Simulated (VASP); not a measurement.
Input for VASP

**POSCAR**
```
MnS
1
    5.2200000000     2.6100000000     2.6100000000
    2.6100000000     5.2200000000     2.6100000000
    2.6100000000     2.6100000000     5.2200000000
Mn S
2 2
Direct
  0.0000000000   0.0000000000   0.0000000000
  0.5000000000   0.5000000000   0.5000000000
  0.2500000000   0.2500000000   0.2500000000
  0.7500000000   0.7500000000   0.7500000000
```

### KPOINTS
```
Automatic mesh
0
Gamma
6 6 6
0 0 0
```

### INCAR
```
SYSTEM = MnS
PREC = Accurate; ENCUT = 400; LREAL = .FALSE.
LASPH = .TRUE.
EDIFF = 1E-6; NELM = 100; ALGO = Normal
LMAXMIX = 4
ISMEAR = 0; SIGMA = 0.05
GGA = PE
MAGMOM = 5.0 -5.0 0.0 0.0
ISPIN = 2
LDAUL = 2 -1
LDAUU = 8.0 0
LDAUJ = 0 0
LDAU = .TRUE.; LDAUTYPE = 2; LDAUPRINT = 1
ISIF = 2
LWAVE = .FALSE.; LCHARG = .FALSE.; LORBIT = 10
```

POTCAR, in this order: Mn_pv S (PBE.64 set). Program: vasp_std.

**Question.** Write an equivalent input for Ansatz.

**Answer.** One equivalent input (not run):
Ansatz 0.2 input:
```yaml
crystal:
  lattice:
    - [5.2200000, 2.6100000, 2.6100000]
    - [2.6100000, 5.2200000, 2.6100000]
    - [2.6100000, 2.6100000, 5.2200000]
  atoms:
    - { symbol: Mn, position: [0.0000000, 0.0000000, 0.0000000], spin: 5 }
    - { symbol: Mn, position: [0.5000000, 0.5000000, 0.5000000], spin: -5 }
    - { symbol: S, position: [0.2500000, 0.2500000, 0.2500000] }
    - { symbol: S, position: [0.7500000, 0.7500000, 0.7500000] }
kpoints:
  mp_grid: { grid: [6, 6, 6] }
hamiltonian:
  xc: pbe
  pseudopotentials: { kind: paw }
  hubbard:
    sites:
      - { species: Mn, l: d, u_eff: 8 }
magnetization: { spin_polarized: true }
scf:
  occupations: { method: gaussian, width: 0.05 }
  max_iter: 100
output: { forces: true, stress: true, eigenvalues: true }
```
The two are equivalent in intent, not identical: each code has its own PAW files, so the cut-off isn't converted (ENCUT is set for VASP's; basis.ecutwfc is left out, and Ansatz then takes the one that its files recommend); Ansatz stops its SCF on the density residual and VASP on the energy change (EDIFF); the +U projectors differ, so the same U acts differently.

The compound is MnS in the rock salt, AFM-II order structure. The cell was not relaxed at this level. The run is one of a series of settings (LDAU = .TRUE., LDAUJ = 0 0, LDAUL = 2 -1, LDAUTYPE = 2, LDAUU = 8.0 0 against the base run), some of them coarse on purpose.
